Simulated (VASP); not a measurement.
## Hf (space group P6_3/mmc): computed properties

Computed with SCAN meta-GGA, VASP's PBE PAW potentials (set 64) (plane waves; VASP).

```yaml
space_group: P6_3/mmc (194)
cell: a = 3.160 Å, b = 3.160 Å, c = 4.974 Å, α = 90.00°, β = 90.00°, γ = 120.00°
volume_per_atom: 21.51 Å³/atom
band gap (over mesh and band path): none (metal, semimetal or under 0.01 eV)
density: 13.78 g/cm³
```

```xyz
2
Lattice="3.1599 0.0000 0.0000 -1.5800 2.7366 0.0000 0.0000 0.0000 4.9745" Properties=species:S:1:pos:R:3 pbc="T T T"
Hf     0.0000     1.8244     1.2436
Hf     1.5800     0.9122     3.7309
```

Unless said otherwise, spin-orbit coupling is left out, though it shifts the bands of the heavy elements here.

The structure comes from a measured Hf entry (P6_3/mmc) of the Crystallography Open Database, whose conditions weren't checked. It was relaxed first, which changed the volume by -7 %. Symmetry was kept, so distortions that lower it aren't found.
